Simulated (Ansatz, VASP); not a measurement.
## Hf (Hafnium) in two plane-wave programs

Aim: how closely do two programs agree when they are given the same cell, functional and k mesh? The cell is taken from a series of runs on this material, whose earlier steps may have relaxed, scaled, displaced or heated it; both programs get it as it stands.

Calculated with Ansatz 0.2.0; plane waves, with VASP 6.6.1 beside it; zone-centre phonons at LDA.

## Step 1: The starting structure

The structure is hexagonal, space group P6_3/mmc (No. 194). The conventional cell has a = 3.140 Å, b = 3.140 Å, c = 4.841 Å, α = 90.00°, β = 90.00°, γ = 120.00°. Nearest to Hf lie 12 Hf at 3.02 to 3.14 Å.

As a file:

```xyz
2
Lattice="3.1395 0.0000 0.0000 -1.5698 2.7189 0.0000 0.0000 0.0000 4.8406" Properties=species:S:1:pos:R:3 pbc="T T T"
Hf    0.0000    1.8126    1.2102
Hf    1.5698    0.9063    3.6305
```

## Step 2: VASP: zone-centre phonons, LDA

Second derivatives magnify differences that forces hide, and they need a tight electronic threshold.

Lines of VASP's logs that name or quote its potential files are left out, and so is its time.

Input file INCAR:

```
SYSTEM = Hf
PREC = Accurate
ENCUT = 500
EDIFF = 1E-08
NELM = 120
ISMEAR = 1
SIGMA = 0.2
LREAL = .FALSE.
ALGO = Normal
GGA = PW92
NBANDS = 16
LASPH = .TRUE.
LORBIT = 11
LWAVE = .FALSE.
LCHARG = .FALSE.
ISIF = 2
IBRION = 8
GGA_COMPAT = .FALSE.
KPAR = 2
```

Input file POSCAR:

```
Hf
1.0
    3.1395478984      0.0000000000      0.0000000000
   -1.5697739492      2.7189282364      0.0000000000
    0.0000000000      0.0000000000      4.8406419471
Hf
2
Direct
    0.3333333346      0.6666666680      0.2500000000
    0.6666666680      0.3333333346      0.7500000000
```

Input file KPOINTS:

```
Automatic mesh
0
Gamma
15 15 8
0 0 0
```

The projector-augmented-wave data sets are Hf_pv (LDA family, release 64).

The run is started by

```
$ mpirun -np 2 vasp_std
```

Numbers of over 12 decimals in the logs are rounded to 6 here.

What it wrote:

```text
[banner, memory and clock lines left out]
running    2 mpi-ranks, on    1 nodes
 distrk:  each k-point on    1 cores,    2 groups
 distr:  one band on    1 cores,    1 groups

 POSCAR found type information on POSCAR Hf
 POSCAR found :  1 types and       2 ions
|                                                                             |
|               ----> ADVICE to this user running VASP <----                  |
|                                                                             |
|     You enforced a specific xc type in the INCAR file but a different       |
|     [... a line on the potential file left out ...]
|     I HOPE YOU KNOW WHAT YOU ARE DOING!                                     |
|                                                                             |

 LDA part: xc-table for (Slater(with rela. corr.)+PW92), standard interpolation
 POSCAR, INCAR and KPOINTS ok, starting setup
 FFT: planning ... GRIDC
 FFT: planning ... GRID_SOFT
 FFT: planning ... GRID
 WAVECAR not read
 entering main loop
       N       E                     dE             d eps       ncg     rms          rms(c)
DAV:   1     0.468399244182E+02    0.46840E+02   -0.11396E+04  4320   0.117E+03
DAV:   2    -0.205078888914E+02   -0.67348E+02   -0.65796E+02  5720   0.251E+02
DAV:   3    -0.220430315395E+02   -0.15351E+01   -0.15290E+01  5744   0.263E+01
DAV:   4    -0.220535934641E+02   -0.10562E-01   -0.10560E-01  5216   0.263E+00
DAV:   5    -0.220537162334E+02   -0.12277E-03   -0.12276E-03  5744   0.236E-01    0.687E+01
DAV:   6    -0.215488970673E+02    0.50482E+00   -0.43031E-01  5152   0.437E+00    0.406E+01
DAV:   7    -0.213677292126E+02    0.18117E+00   -0.69133E-01  5312   0.534E+00    0.190E+00
DAV:   8    -0.213592492081E+02    0.84800E-02   -0.42672E-02  4976   0.145E+00    0.341E-01
DAV:   9    -0.213593288570E+02   -0.79649E-04   -0.93136E-04  5848   0.222E-01    0.176E-01
DAV:  10    -0.213593253089E+02    0.35481E-05   -0.47656E-05  5040   0.496E-02    0.204E-01
DAV:  11    -0.213593219274E+02    0.33816E-05   -0.50981E-06  5776   0.152E-02    0.885E-03
DAV:  12    -0.213593219037E+02    0.23659E-07   -0.43529E-07  5216   0.449E-03    0.772E-03
DAV:  13    -0.213593218897E+02    0.14016E-07   -0.35393E-08  4984   0.136E-03    0.876E-04
DAV:  14    -0.213593218896E+02    0.12415E-09   -0.14829E-09  3112   0.321E-04
   1 F= -.21359322E+02 E0= -.21360743E+02  d E =0.426260E-02
 Linear response reoptimize wavefunctions to high precision
DAV:   1    -0.213593218894E+02    0.18781E-09   -0.19876E-10  3288   0.117E-04
DAV:   2    -0.213593218894E+02    0.72760E-11   -0.33081E-11  2808   0.443E-05
 Linear response DOF=           2
 Linear response progress:
  Degree of freedom:   1/  2
       N       E                     dE             d eps       ncg     rms          rms(c)
RMM:   1    -0.198311677260E+00   -0.19831E+00    0.46243E+00 18686   0.118E+01
RMM:   2    -0.203029218062E+00   -0.47175E-02   -0.37964E-02 27668   0.121E+00    0.614E-01
RMM:   3    -0.202324312453E+00    0.70491E-03   -0.42092E-03 34700   0.252E-01    0.124E-01
RMM:   4    -0.201993106295E+00    0.33121E-03   -0.46876E-04 41029   0.865E-02    0.196E-01
RMM:   5    -0.201627056261E+00    0.36605E-03   -0.53144E-05 38194   0.353E-02    0.150E-02
RMM:   6    -0.201543958909E+00    0.83097E-04   -0.50291E-05 42540   0.135E-02    0.307E-02
RMM:   7    -0.201552186315E+00   -0.82274E-05   -0.39939E-05 38148   0.653E-03    0.438E-02
RMM:   8    -0.201541726875E+00    0.10459E-04   -0.46359E-06 39067   0.296E-03    0.900E-03
RMM:   9    -0.201541501262E+00    0.22561E-06   -0.11577E-05 42116   0.832E-04    0.419E-03
RMM:  10    -0.201541644512E+00   -0.14325E-06   -0.57481E-06 41875   0.327E-04    0.725E-04
RMM:  11    -0.201541505112E+00    0.13940E-06   -0.30757E-06 41400   0.211E-04    0.595E-04
RMM:  12    -0.201541447431E+00    0.57681E-07   -0.17214E-06 41921   0.997E-05    0.623E-05
RMM:  13    -0.201541506112E+00   -0.58681E-07   -0.99301E-07 39401   0.617E-05    0.603E-05
RMM:  14    -0.201541528461E+00   -0.22349E-07   -0.50544E-07 39342   0.455E-05    0.230E-05
RMM:  15    -0.201541532414E+00   -0.39536E-08   -0.26195E-07 35785   0.383E-05    0.194E-05
RMM:  16    -0.201541539046E+00   -0.66317E-08   -0.13943E-07 29802   0.347E-05    0.463E-06
RMM:  17    -0.201541541025E+00   -0.19787E-08   -0.72077E-08 27184   0.330E-05    0.275E-06
 first order change of Fermi-energy  -0.33276E-05
 force on displaced ion       1 direction 1 :  -1.865  -0.000   0.000
 Linear response progress:
  Degree of freedom:   2/  2
       N       E                     dE             d eps       ncg     rms          rms(c)
RMM:   1    -0.238188387823E+00   -0.23819E+00    0.49770E+00  6449   0.122E+01
RMM:   2    -0.247985883428E+00   -0.97975E-02   -0.43629E-02  9551   0.124E+00    0.762E-01
RMM:   3    -0.247316584406E+00    0.66930E-03   -0.37963E-03 11116   0.279E-01    0.235E-01
RMM:   4    -0.247046776736E+00    0.26981E-03    0.32631E-04 13219   0.944E-02    0.208E-01
RMM:   5    -0.246856132403E+00    0.19064E-03   -0.14501E-05 13013   0.443E-02    0.485E-02
RMM:   6    -0.246780089882E+00    0.76043E-04    0.97117E-05 11117   0.181E-02    0.409E-02
RMM:   7    -0.246815155090E+00   -0.35065E-04   -0.54257E-06 12477   0.746E-03    0.566E-03
RMM:   8    -0.246808264815E+00    0.68903E-05    0.39859E-05 13538   0.285E-03    0.279E-03
RMM:   9    -0.246805135571E+00    0.31292E-05    0.18241E-05 13720   0.942E-04    0.189E-03
RMM:  10    -0.246804836822E+00    0.29875E-06    0.11280E-05 12534   0.516E-04    0.425E-04
RMM:  11    -0.246805448799E+00   -0.61198E-06    0.25876E-06 13802   0.201E-04    0.128E-04
RMM:  12    -0.246805661176E+00   -0.21238E-06    0.49906E-07 13154   0.921E-05    0.441E-05
RMM:  13    -0.246805790305E+00   -0.12913E-06   -0.14473E-06 13459   0.537E-05    0.359E-05
RMM:  14    -0.246805766539E+00    0.23766E-07   -0.13302E-06 13831   0.379E-05    0.110E-05
[...]
RMM:  24    -0.246805807603E+00    0.93876E-09   -0.21878E-06  5988   0.239E-05    0.129E-07
RMM:  25    -0.246805801265E+00    0.63383E-08   -0.21504E-06  5794   0.239E-05    0.166E-07
RMM:  26    -0.246805799469E+00    0.17963E-08   -0.20872E-06  5627   0.239E-05    0.162E-07
RMM:  27    -0.246805794717E+00    0.47513E-08   -0.20604E-06  5500   0.239E-05    0.110E-07
RMM:  28    -0.246805794271E+00    0.44603E-09   -0.20117E-06  5357   0.239E-05    0.197E-07
RMM:  29    -0.246805787937E+00    0.63344E-08   -0.19706E-06  5226   0.239E-05    0.105E-07
RMM:  30    -0.246805790175E+00   -0.22378E-08   -0.19527E-06  5094   0.239E-05    0.226E-07
RMM:  31    -0.246805784170E+00    0.60047E-08   -0.19197E-06  5026   0.239E-05    0.985E-08
 first order change of Fermi-energy  -0.14477E-03
 force on displaced ion       1 direction 3 :   0.000  -0.000  -5.512
 Linear response finished
```

OUTCAR, selected parts (step 2):

```text
ion  position               nearest neighbor table
   1  0.333  0.667  0.250-   2 3.02   2 3.02   2 3.02   2 3.02   2 3.02   2 3.02
   2  0.667  0.333  0.750-   1 3.02   1 3.02   1 3.02   1 3.02   1 3.02   1 3.02

  LATTYP: Found a hexagonal cell.
 ALAT       =     3.1395478984
 C/A-ratio  =     1.5418277102

 Subroutine GETGRP returns: Found 24 space group operations
 (whereof 12 operations were pure point group operations)

The static configuration has the point symmetry D_3d.
 The point group associated with its full space group is D_6h.

 Found    135 irreducible k-points:

   k-points           NKPTS =    135   k-points in BZ     NKDIM =    135   number of bands    NBANDS=     16

   dimension x,y,z NGX =    24 NGY =   24 NGZ =   36
   dimension x,y,z NGXF=    48 NGYF=   48 NGZF=   72

   ENCUT  =  500.0 eV  36.75 Ry    6.06 a.u.   5.72  5.72  8.83*2*pi/ulx,y,z

   NELECT =      20.0000    total number of electrons

 k-points in reciprocal lattice and weights: Automatic mesh
   0.00000000  0.00000000  0.00000000       0.001
   0.06666667  0.00000000  0.00000000       0.003
   0.13333333  0.00000000  0.00000000       0.003
   0.20000000  0.00000000  0.00000000       0.003
   0.26666667  0.00000000  0.00000000       0.003
   0.33333333  0.00000000  0.00000000       0.003
   0.40000000 -0.00000000  0.00000000       0.003
   0.46666667  0.00000000  0.00000000       0.003
   0.06666667  0.06666667  0.00000000       0.003
[...]
0.33333333  0.26666667  0.50000000       0.007
   0.33333333  0.33333333  0.50000000       0.001

 average (electrostatic) potential at core
       1 -36.8761       2 -36.8761

  Total       -0.0009957     -0.0009957      0.9206251      0.0000000      0.0000000      0.0000000
  in kB       -0.0386089     -0.0386089     35.6964951      0.0000000      0.0000000      0.0000000
  external PRESSURE =      11.8730924 kB  Pullay stress =       0.0000000 kB

  energy-cutoff  :      500.00
  volume of cell :       41.32
      direct lattice vectors                 reciprocal lattice vectors
     3.139547898  0.000000000  0.000000000     0.318517198  0.183895990  0.000000000
    -1.569773949  2.718928236  0.000000000     0.000000000  0.367791980  0.000000000
     0.000000000  0.000000000  4.840641947     0.000000000  0.000000000  0.206584170

 POSITION                                       TOTAL-FORCE (eV/Angst)
 -----------------------------------------------------------------------------------
      0.00000      1.81262      1.21016         0.000000     -0.000000      0.000000
      1.56977      0.90631      3.63048        -0.000000      0.000000      0.000000
 -----------------------------------------------------------------------------------
    total drift:                               -0.000001     -0.000001      0.000000

 Eigenvectors and eigenvalues of the dynamical matrix
 ----------------------------------------------------

   1 f  =    3.885076 THz    24.410655 2PiTHz  129.592200 cm-1    16.067378 meV
             X         Y         Z           dx          dy          dz
      0.000000  1.812619  1.210160     0.000000    0.000000    0.707107
      1.569774  0.906309  3.630481    -0.000000    0.000000   -0.707107

   2 f  =    2.259854 THz    14.199081 2PiTHz   75.380613 cm-1     9.346001 meV
             X         Y         Z           dx          dy          dz
      0.000000  1.812619  1.210160    -0.707107   -0.000000    0.000000
      1.569774  0.906309  3.630481     0.707107    0.000000    0.000000

   3 f  =    2.259854 THz    14.199081 2PiTHz   75.380613 cm-1     9.346001 meV
             X         Y         Z           dx          dy          dz
      0.000000  1.812619  1.210160     0.000000   -0.707107    0.000000
      1.569774  0.906309  3.630481    -0.000000    0.707107    0.000000

   4 f  =    0.000000 THz     0.000000 2PiTHz    0.000000 cm-1     0.000000 meV
             X         Y         Z           dx          dy          dz
      0.000000  1.812619  1.210160     0.554840   -0.438352    0.000000
      1.569774  0.906309  3.630481     0.554840   -0.438352    0.000000

   5 f  =    0.000000 THz     0.000000 2PiTHz    0.000000 cm-1     0.000000 meV
             X         Y         Z           dx          dy          dz
      0.000000  1.812619  1.210160     0.000000    0.000000    0.707107
      1.569774  0.906309  3.630481    -0.000000    0.000000    0.707107

   6 f/i=    0.000000 THz     0.000000 2PiTHz    0.000000 cm-1     0.000000 meV
             X         Y         Z           dx          dy          dz
      0.000000  1.812619  1.210160     0.438352    0.554840   -0.000000
      1.569774  0.906309  3.630481     0.438352    0.554840    0.000000

 ELASTIC MODULI CONTR FROM IONIC RELAXATION (kBar)
 Direction    XX          YY          ZZ          XY          YZ          ZX
 --------------------------------------------------------------------------------
 XX        -159.3100    159.3100      0.0000     -0.0000      0.0000      0.0000
 YY         159.3100   -159.3100      0.0000      0.0000     -0.0000      0.0000
 ZZ           0.0000      0.0000      0.0000      0.0000      0.0000      0.0000
 XY          -0.0000      0.0000      0.0000   -159.3100     -0.0000      0.0000
 YZ           0.0000     -0.0000      0.0000     -0.0000     -0.0000      0.0000
 ZX           0.0000      0.0000      0.0000      0.0000      0.0000      0.0000
 --------------------------------------------------------------------------------
```

[end of part 1 of 2]

[Lines on the potential files, build, host, timing and source positions are cut from VASP's logs without a mark.]

[Logs are printed without paths, hosts, clocks, repeated set-up lines and the standing remarks that a program may print on its own settings, such as how far it seeks lower states.]

[Hosts, paths, dates, database ids (printed as entryN), source tags and the programs' standing remarks are cut or masked in the printed files.]
